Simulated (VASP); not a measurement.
# SiO₂ (relaxed from the layer:2H-MoS2 structure): computed properties

Level of theory: r2SCAN meta-GGA, VASP's PBE PAW potentials (set 64) (plane waves; VASP).

| Item | Value |
|---|---|
| space group | P-6m2 (187) |
| cell | a = 2.6043 Å, b = 2.6043 Å, c = 14.9191 Å, α = 90.00°, β = 90.00°, γ = 120.00° |
| band gap (over mesh and band path) | 4.16 eV |
| smallest direct gap (over mesh and band path) | 4.87 eV |
| band-edge character | indirect, K to Γ |

```cif
data_O2Si
_chemical_formula_sum 'Si1 O2'
_space_group_name_H-M_alt 'P 1'
_space_group_IT_number 1
_cell_length_a 2.60427
_cell_length_b 2.60427
_cell_length_c 14.91908
_cell_angle_alpha 90.000
_cell_angle_beta 90.000
_cell_angle_gamma 120.000
loop_
_space_group_symop_operation_xyz
  'x, y, z'
loop_
_atom_site_label
_atom_site_type_symbol
_atom_site_fract_x
_atom_site_fract_y
_atom_site_fract_z
_atom_site_occupancy
Si1 Si 0.66667 0.33333 0.50000 1
O1 O 0.33333 0.66667 0.42822 1
O2 O 0.33333 0.66667 0.57178 1
```

The cell holds vacuum, so volume and density refer to the whole cell. The cell holds a wide vacuum, so values per volume refer to the whole cell.

The cell is a sheet with vacuum, built from a generated structure.
